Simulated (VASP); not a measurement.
# WBrCl3O (P1) in VASP: reference runs, part 2 of 2

VASP 6.6.1. The steps go on from the part before.

## 3. Single point, PBE (atoms moved at random, drawn with an rms of 0.05 Å)

Contents of INCAR:

```
SYSTEM = WBrCl3O
ALGO     = Normal         ! electronic algorithm
EDIFF    = 1E-7           ! SCF threshold, eV
ENCUT    = 520            ! plane-wave cutoff, eV
GGA      = PE             ! functional
ISIF     = 2              ! what is computed and relaxed
ISMEAR   = -1             ! smearing method
LASPH    = .TRUE.         ! aspherical terms in the spheres
LCHARG   = .FALSE.        ! write CHGCAR
LREAL    = .FALSE.        ! projectors in reciprocal space
LWAVE    = .FALSE.        ! write WAVECAR
NBANDS   = 33             ! bands
NELM     = 80             ! most SCF steps
PREC     = Accurate       ! precision mode
SIGMA    = 0.05           ! smearing width, eV
```

Contents of KPOINTS:

```
k-points
0
G
  8 4 4
  0 0 0
```

Contents of POSCAR:

```
WBrCl3O
1.0
    3.8771469557      0.0000000000      0.0000000000
    1.9287297700      6.5110326580      0.0000000000
    1.9339583943      0.0740541254      6.5659754148
W Br Cl O
1 1 3 1
Direct
    0.0332380000      0.9931240000      0.9906420000
    0.7986320000      0.1938460000      0.3200870000
    0.3258500000      0.8205120000      0.7009560000
    0.1546070000      0.6799900000      0.1764860000
    0.0197460000      0.3060520000      0.8070100000
    0.5678670000      0.9975040000      0.9955420000
```

Potentials or basis: VASP PAW PBE potentials, release 64 (W_sv, Br, Cl, O).

Launch:

```bash
$ cat potpaw_PBE.64/W_sv/POTCAR potpaw_PBE.64/Br/POTCAR potpaw_PBE.64/Cl/POTCAR potpaw_PBE.64/O/POTCAR > POTCAR
$ mpirun -np 1 vasp_std > vasp.out
```

OUTCAR:

```text
SYSTEM = WBrCl3O
   EDIFF = 1E-7
   ENCUT = 520
   GGA = PE
   ISIF = 2
   ISMEAR = -1
   LASPH = .TRUE.
   LREAL = .FALSE.
   NELM = 80
   PREC = Accurate

 ion  position               nearest neighbor table
   1  0.033  0.993  0.991-   6 1.79   6 2.09   3 2.23   5 2.36   4 2.38   2 2.54
   2  0.799  0.194  0.320-   1 2.54
   3  0.326  0.821  0.701-   1 2.23
   4  0.155  0.680  0.176-   1 2.38
   5  0.020  0.306  0.807-   1 2.36
   6  0.568  0.998  0.996-   1 1.79   1 2.09

  Warning from LATTYP: Got some problem with cell dimensions!
  Tried to take original basis but could not verify dimensions!
  LATTYP: Found a triclinic cell.
 ALAT       =     8.7684926042
 B/A-ratio  =     0.4421680134
 C/A-ratio  =     1.0486330152
 COS(alpha) =     0.0005686420
 COS(beta)  =     0.5291828956
 COS(gamma) =     0.6627256944

  Lattice vectors:

 A1 = (  -5.8111053500,  -0.0740541254,  -6.5659754148)
 A2 = (  -3.8771469557,   0.0000000000,   0.0000000000)
 A3 = (  -0.0052286243,   6.4369785326,  -6.5659754148)

Analysis of symmetry for initial positions (statically):
=====================================================================
[... 185 lines left out ...]
 fundamental gap:      1.3496347010
 Fermi energy:         0.3088963957

 k-point     1 :       0.0000    0.0000    0.0000
  band No.  band energies     occupation
      1     -75.6263      2.00000
      2     -39.8869      2.00000
      3     -39.6897      2.00000
      4     -39.6665      2.00000
      5     -19.0468      2.00000
      6     -14.7670      2.00000
[... 853 lines left out ...]
     32       8.9159      0.00000
     33       9.1870      0.00000

 [... further k-points ...]

------------------------ aborting loop because EDIFF is reached ----------------------------------------

  FORCE on cell =-STRESS in cart. coord.  units (eV):
  Direction    XX          YY          ZZ          XY          YZ          ZX
  --------------------------------------------------------------------------------------
  -------------------------------------------------------------------------------------
  Total       -0.0268584     -2.5670079     -0.3656789      0.3239346      1.6904003      0.2368911
  in kB       -0.2596145    -24.8128359     -3.5346720      3.1311696     16.3395002      2.2898022
  external PRESSURE =      -9.5357075 kB  Pullay stress =       0.0000000 kB

 VOLUME and BASIS-vectors are now :
 -----------------------------------------------------------------------------
  energy-cutoff  :      520.00
  volume of cell :      165.75
      direct lattice vectors                 reciprocal lattice vectors
     3.877146956  0.000000000  0.000000000     0.257921614 -0.076402795 -0.075107154
     1.928729770  6.511032658  0.000000000     0.000000000  0.153585468 -0.001732208
     1.933958394  0.074054125  6.565975415     0.000000000  0.000000000  0.152300296

 POSITION                                       TOTAL-FORCE (eV/Angst)
 -----------------------------------------------------------------------------------
      3.96020      6.53962      6.50453        -0.212847      0.795053      1.375485
      4.08933      1.28584      2.10168         0.163094     -0.446395     -0.587063
      4.20153      5.39429      4.60246         0.015566     -0.465312     -0.788798
      2.25227      4.44051      1.15880        -0.085066      0.848762     -0.365357
      2.22757      2.05248      5.29881        -0.005134     -0.613247      0.425836
      6.05096      6.56851      6.53670         0.124388     -0.118860     -0.060103
 -----------------------------------------------------------------------------------
    total drift:                               -0.000208      0.000166     -0.000360

  FREE ENERGIE OF THE ION-ELECTRON SYSTEM (eV)
  ---------------------------------------------------
  free  energy   TOTEN  =       -31.6931295405 eV

  energy  without entropy=      -31.6931291687  energy(sigma->0) =      -31.69312935
```

OSZICAR:

```text
N       E                     dE             d eps       ncg     rms          rms(c)
DAV:   1     0.394848734026E+03    0.39485E+03   -0.22208E+04  4872   0.132E+03
DAV:   2    -0.594716949914E+01   -0.40080E+03   -0.38298E+03  5723   0.315E+02
DAV:   3    -0.375204606286E+02   -0.31573E+02   -0.31264E+02  5615   0.911E+01
DAV:   4    -0.380573291833E+02   -0.53687E+00   -0.53621E+00  5455   0.135E+01
DAV:   5    -0.380679296523E+02   -0.10600E-01   -0.10598E-01  5608   0.199E+00    0.329E+01
DAV:   6    -0.325434231404E+02    0.55245E+01   -0.19371E+01  5216   0.324E+01    0.111E+01
DAV:   7    -0.319529581576E+02    0.59046E+00   -0.42485E+00  4826   0.153E+01    0.928E+00
DAV:   8    -0.317209467251E+02    0.23201E+00   -0.69271E-01  5527   0.692E+00    0.128E+00
DAV:   9    -0.316960614775E+02    0.24885E-01   -0.83321E-02  5229   0.218E+00    0.563E-01
DAV:  10    -0.316934515713E+02    0.26099E-02   -0.86140E-03  5430   0.651E-01    0.523E-01
DAV:  11    -0.316934671640E+02   -0.15593E-04   -0.18974E-03  5533   0.218E-01    0.405E-01
DAV:  12    -0.316931409285E+02    0.32624E-03   -0.11812E-03  5557   0.257E-01    0.712E-02
DAV:  13    -0.316931231044E+02    0.17824E-04   -0.12679E-04  5397   0.806E-02    0.323E-02
DAV:  14    -0.316931278607E+02   -0.47563E-05   -0.39344E-05  5289   0.334E-02    0.161E-02
DAV:  15    -0.316931294330E+02   -0.15723E-05   -0.55056E-06  4936   0.164E-02    0.700E-03
DAV:  16    -0.316931295140E+02   -0.80968E-07   -0.10893E-06  5608   0.578E-03    0.320E-03
DAV:  17    -0.316931295405E+02   -0.26542E-07   -0.23908E-07  4060   0.346E-03
   1 F= -.31693130E+02 E0= -.31693129E+02  d E =-.371821E-06
```

Wall time 4.1 min (1 thread of AMD EPYC 9R45 (Zen 5), shared host); peak memory 0.49 GiB.

Results:

| Item | Value |
| --- | --- |
| Free energy | -31.6931 eV |
| Pressure | -1.0 GPa |
| Largest force | 1.603 eV/Å |
| Band gap on the k mesh | 1.35 eV, indirect (least direct gap 1.38 eV) |

Forces in eV/Å, atoms in the order of the input:
```
W   -0.213  0.795  1.375
Br   0.163 -0.446 -0.587
Cl   0.016 -0.465 -0.789
Cl  -0.085  0.849 -0.365
Cl  -0.005 -0.613  0.426
O    0.124 -0.119 -0.060
```

Stress tensor (GPa, compression positive):
```
-0.03  0.31  0.23
 0.31 -2.48  1.63
 0.23  1.63 -0.35
```

Levels at points of the mesh, in eV from the valence-band top:
| k point | band 20 | band 21 | band 22 | band 23 | band 24 | band 25 | band 26 | band 27 | band 28 | band 29 |
| --- | --- | --- | --- | --- | --- | --- | --- | --- | --- | --- |
| (0.00, 0.00, 0.00) | -0.83 | -0.69 | -0.49 | -0.09 | -0.03 | 1.35 | 1.65 | 1.76 | 4.52 | 4.82 |
| (0.50, 0.00, 0.00) | -1.11 | -0.89 | -0.86 | -0.68 | -0.11 | 1.66 | 3.44 | 3.51 | 4.65 | 6.51 |
| (0.00, 0.50, 0.00) | -1.07 | -0.79 | -0.68 | -0.17 | 0.00 | 1.54 | 1.65 | 1.79 | 4.58 | 4.77 |
| (0.50, 0.50, 0.00) | -1.03 | -0.92 | -0.84 | -0.72 | -0.07 | 1.66 | 3.46 | 3.50 | 4.66 | 6.42 |
| (0.00, 0.00, 0.50) | -1.21 | -0.81 | -0.69 | -0.17 | -0.06 | 1.57 | 1.64 | 1.82 | 4.64 | 4.67 |
| (0.50, 0.00, 0.50) | -1.09 | -0.94 | -0.82 | -0.65 | -0.09 | 1.63 | 3.45 | 3.50 | 4.67 | 6.42 |
| (0.00, 0.50, 0.50) | -1.27 | -1.19 | -0.82 | -0.27 | -0.01 | 1.68 | 1.76 | 1.83 | 4.33 | 4.64 |
| (0.50, 0.50, 0.50) | -1.03 | -0.91 | -0.87 | -0.58 | -0.08 | 1.62 | 3.46 | 3.50 | 4.69 | 6.44 |

Caveat: spin-orbit coupling is left out, which moves the levels of the heavy elements. A k mesh can miss the band edges.
